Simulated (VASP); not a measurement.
Consider the following.

```xyz
71
Lattice="4.8683 -8.4322 0.0000 4.8683 8.4322 0.0000 0.0000 0.0000 10.5563" Properties=species:S:1:pos:R:3 pbc="T T T"
Ga     1.6237    -0.9096     2.6437
Ga     1.6317     0.9386    10.5399
Ga     1.6315    -0.9391     7.9148
Ga     1.6990     1.1240     5.2643
Ga     3.2245     1.8817     2.7223
Ga     3.2472     3.7353    10.5397
Ga     3.2695     1.8581     7.8757
Ga     3.1205     3.5878     5.2688
Ga     4.8416     4.6666     2.6436
Ga     4.8795     6.5506     0.0149
Ga     4.8741     4.6763     7.9163
Ga     4.8842     6.5477     5.2763
Ga     3.2316    -3.7410     2.6391
Ga     3.2486    -1.8698     0.0088
Ga     3.2456    -3.7489     7.9233
Ga     3.2337    -1.8243     5.2876
Ga     4.8696    -0.9012     2.6483
Ga     4.8671     0.9358    10.5496
Ga     4.8901    -0.9635     7.9060
Ga     6.4603     1.8530     2.6494
Ga     6.4868     3.7399     0.0105
Ga     6.5241     1.8655     7.9064
Ga     6.4409     3.7322     5.2877
Ga     4.8560    -6.5530     2.6224
Ga     4.8648    -4.6843    10.5518
Ga     4.8892    -6.5571     7.9161
Ga     4.8193    -4.6576     5.2740
Ga     6.4788    -3.7426     2.6225
Ga     6.4893    -1.8743    10.5544
Ga     6.4984    -3.7669     7.9167
Ga     6.5336    -1.8786     5.2981
Ga     8.1167    -0.9406     2.6299
Ga     8.1120     0.9365    10.5544
Ga     8.1369    -0.9511     7.9315
Ga     8.1384     0.8990     5.2991
N      1.6388    -0.8416     4.6393
N      1.6005     0.9416     1.9588
N      1.6260    -0.9425     9.9047
N      1.6350     0.9277     7.2674
N      3.2281     3.7604     1.9597
N      3.2610     1.8621     9.8636
N      3.2587     3.7394     7.2710
N      4.7924     4.6208     4.6399
N      4.8790     6.5497     2.0069
N      4.8736     4.6818     9.9054
N      4.8851     6.5465     7.2604
N      3.1881    -3.7156     4.6310
N      3.2536    -1.8587     2.0118
N      3.2368    -3.7452     9.9132
N      3.2578    -1.8754     7.2650
N      4.9151    -0.8063     4.7036
N      4.8590     0.9404     1.9627
N      4.8706    -0.9368     9.8851
N      4.9364     0.8963     7.1204
N      6.4008     1.7666     4.7040
N      6.4810     3.7307     2.0130
N      6.4896     1.8693     9.8858
N      6.4975     3.7360     7.2648
N      4.8074    -6.5264     4.6081
N      4.8508    -4.6762     1.9814
N      4.8672    -6.5581     9.9001
N      4.8633    -4.6831     7.2611
N      6.4325    -3.7135     4.6083
N      6.4771    -1.8599     1.9943
N      6.4886    -3.7495     9.9011
N      6.5171    -1.8911     7.2745
N      8.1381    -0.9529     4.6201
N      8.0929     0.9392     1.9947
N      8.1224    -0.9430     9.9169
N      8.1402     0.9209     7.2751
Si     4.9305     0.9005     5.3118
```
Cell charge -2.

Level of theory: PBE GGA, VASP's PBE PAW potentials (set 64) (plane waves; VASP). Settings: PREC = Normal, LREAL = Auto, ISYM = 0, NELECT = 286.0, 400 eV cut-off, 1×1×1 Γ-centred mesh, Gaussian smearing of 0.050 eV, potentials Ga N Si. Starting moments (MAGMOM): 71*0.0282. The cell's moment is fixed (NUPDOWN = 2).

At this cut-off the stress carries a Pulay error, which pulls relaxed volumes low. The cell is charged, with a uniform compensating background.  The supercell is sampled at Γ alone, which is coarse: total energies, pressure and levels can be off, energies of defects by several tenths of an eV.

Question: Estimate the cell moment, energy per atom (σ→0), pressure.

Answer: 
```
Item                            Value
---------------------  --------------
cell moment                   2.00 μB
energy per atom (σ→0)  -5.846 eV/atom
pressure                     2.16 GPa
```

Question: Give the moment on each site (PAW-sphere projection).

Answer: 
| site | moment (μB) |
|---|---|
| Ga1 | 0.00 |
| Ga2 | 0.01 |
| Ga3 | 0.01 |
| Ga4 | 0.11 |
| Ga5 | 0.26 |
| Ga6 | 0.01 |
| Ga7 | 0.00 |
| Ga8 | 0.11 |
| Ga9 | 0.00 |
| Ga10 | 0.00 |
| Ga11 | 0.01 |
| Ga12 | 0.00 |
| Ga13 | 0.00 |
| Ga14 | 0.00 |
| Ga15 | 0.01 |
| Ga16 | 0.00 |
| Ga17 | 0.00 |
| Ga18 | 0.01 |
| Ga19 | 0.01 |
| Ga20 | 0.00 |
| Ga21 | 0.00 |
| Ga22 | 0.01 |
| Ga23 | 0.00 |
| Ga24 | 0.00 |
| Ga25 | 0.00 |
| Ga26 | 0.01 |
| Ga27 | 0.00 |
| Ga28 | 0.00 |
| Ga29 | 0.00 |
| Ga30 | 0.01 |
| Ga31 | 0.01 |
| Ga32 | 0.00 |
| Ga33 | 0.00 |
| Ga34 | 0.00 |
| Ga35 | 0.01 |
| N36 | 0.00 |
| N37 | 0.05 |
| N38 | 0.01 |
| N39 | 0.04 |
| N40 | 0.05 |
| N41 | 0.00 |
| N42 | 0.04 |
| N43 | 0.00 |
| N44 | 0.00 |
| N45 | 0.01 |
| N46 | 0.00 |
| N47 | 0.00 |
| N48 | 0.00 |
| N49 | 0.00 |
| N50 | 0.00 |
| N51 | 0.06 |
| N52 | 0.05 |
| N53 | 0.01 |
| N54 | 0.04 |
| N55 | 0.06 |
| N56 | 0.00 |
| N57 | 0.01 |
| N58 | 0.00 |
| N59 | 0.06 |
| N60 | 0.00 |
| N61 | 0.01 |
| N62 | 0.00 |
| N63 | 0.06 |
| N64 | 0.00 |
| N65 | 0.00 |
| N66 | 0.00 |
| N67 | 0.00 |
| N68 | 0.00 |
| N69 | 0.00 |
| N70 | 0.00 |
| Si71 | 0.19 |

Total energies compare only between runs with the same potentials, cut-off and functional.

The cell is a supercell with a defect, built from GaN (wurtzite): Si_Ga-vac_N, charge -2.
